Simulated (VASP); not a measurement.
SrPd3O4:

```
CELL_PARAMETERS angstrom
5.80626 0.00000 0.00000
0.00000 5.80626 0.00000
0.00000 0.00000 5.80626
ATOMIC_POSITIONS crystal
Sr 0.00000 0.00000 0.00000
Sr 0.50000 0.50000 0.50000
Pd 0.25000 0.00000 0.50000
Pd 0.50000 0.75000 0.00000
Pd 0.75000 0.00000 0.50000
Pd 0.50000 0.25000 0.00000
Pd 0.00000 0.50000 0.75000
Pd 0.00000 0.50000 0.25000
O 0.25000 0.25000 0.25000
O 0.25000 0.75000 0.75000
O 0.75000 0.75000 0.25000
O 0.75000 0.25000 0.75000
O 0.75000 0.75000 0.75000
O 0.75000 0.25000 0.25000
O 0.25000 0.25000 0.75000
O 0.25000 0.75000 0.25000
```

Base run:

| Item | Value |
| --- | --- |
| Program | VASP 6.6.1 |
| Functional | r2SCAN |
| Potentials or basis | VASP PAW PBE potentials, release 64 (Sr_sv, Pd, O) |
| Cutoff | 520 eV |
| k mesh | 6 × 6 × 6 |
| Occupations | methfessel-paxton, width 0.1 eV |
| Spin | no spin polarisation |

Its results: pressure 4.3 GPa.

**Question.** The run is repeated on the same cell with these changes: functional from r2SCAN to PBEsol. What comes out?

**Answer.** Pressure 0.1 GPa.

Caveats: the PAW data sets were made with another functional, which shifts forces and pressure a little.
